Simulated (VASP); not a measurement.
A convergence study with VASP on SiO$_{2}$ (rutile): one setting is varied, all else stays as given below, so the limit is that of these other settings.

```xyz
6
Lattice="4.1800 0.0000 0.0000 0.0000 4.1800 0.0000 0.0000 0.0000 2.6700" Properties=species:S:1:pos:R:3 pbc="T T T"
Si     0.0000     0.0000     0.0000
Si     2.0900     2.0900     1.3350
O      1.2791     1.2791     0.0000
O      3.3691     0.8109     1.3350
O      0.8109     3.3691     1.3350
O      2.9009     2.9009     0.0000
```

Level of theory: PBE GGA, VASP's PBE PAW potentials (set 64) (plane waves; VASP). The tightest run used: 700 eV cut-off, 11×11×17 Γ-centred mesh, tetrahedra with Blöchl corrections, potentials Si O.

Gaps are read on the run's mesh, which can miss a band edge.

```
setting     E (eV/atom)  pressure (GPa)  largest force (eV/Å)  gap on the mesh (eV)  irreducible k-points
----------  -----------  --------------  --------------------  --------------------  --------------------
2×2×3 mesh      -7.6972            9.89                 0.085                 5.562                     6
3×3×4 mesh      -7.7138            9.86                 0.103                 5.571                     9
3×3×5 mesh      -7.7158            9.85                 0.103                 5.572                     9
```

### Question
These are the cheaper rows. Estimate the results at 11×11×17 mesh, and how far the last row shown lies from them.

### Answer

```csv
quantity,tightest run,last row shown is off by
E (eV/atom),-7.7163,0.0006
pressure (GPa),9.86,-0.01
largest force (eV/Å),0.103,0.000
gap on the mesh (eV),5.572,0.000
```

Left out are rungs that failed or repeat a setting and relaxations that didn't move; long series are thinned to 24 rows.

The compound is SiO2 in the rutile structure, stishovite, a high-pressure form. The cell was not relaxed at this level, forces remain on its atoms.
